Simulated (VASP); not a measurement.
Calculation: PBEsol GGA, VASP's PBE PAW potentials (set 64) (plane waves; VASP).

Input for VASP

**KPOINTS**
```
Automatic mesh
0
Gamma
16 16 16
0 0 0
```

POSCAR:
```
Fe
1
   -1.3919923232     1.3919923232     1.3919923232
    1.3919923232    -1.3919923232     1.3919923232
    1.3919923232     1.3919923232    -1.3919923232
Fe
1
Direct
  1.0000000000   0.0000000000   0.0000000000
```

INCAR:
```
SYSTEM  =  Fe
PREC  =  Accurate; ENCUT  =  400; LREAL  =  F
LASPH  =  T
EDIFF  =  1E-6; NELM  =  100; ALGO  =  Normal
LMAXMIX  =  4
ISMEAR  =  1; SIGMA  =  0.1
GGA  =  PS
ISPIN  =  2; MAGMOM  =  2.1
IBRION  =  2; NSW  =  60; ISIF  =  3
EDIFFG  =  -0.01
LWAVE  =  F; LCHARG  =  F; LORBIT  =  10
```

POTCAR, in this order: Fe (PBE.64 set). Program: vasp_std.

Q: What will the output report for the number of irreducible k-points (NKPTS), number of bands (NBANDS), largest plane-wave count, number of space-group operations, FFT grid (NGX, NGY, NGZ)?

A: 
| Property | Result |
|---|---|
| number of irreducible k-points (NKPTS) | 145 |
| number of bands (NBANDS) | 9 |
| largest plane-wave count | 212 |
| number of space-group operations | 48 |
| FFT grid (NGX, NGY, NGZ) | 16 × 16 × 16 |

The compound is Fe in the bcc structure. This run relaxes it. Symmetry was kept, so distortions that lower it aren't found. The start is the result of an earlier pass.
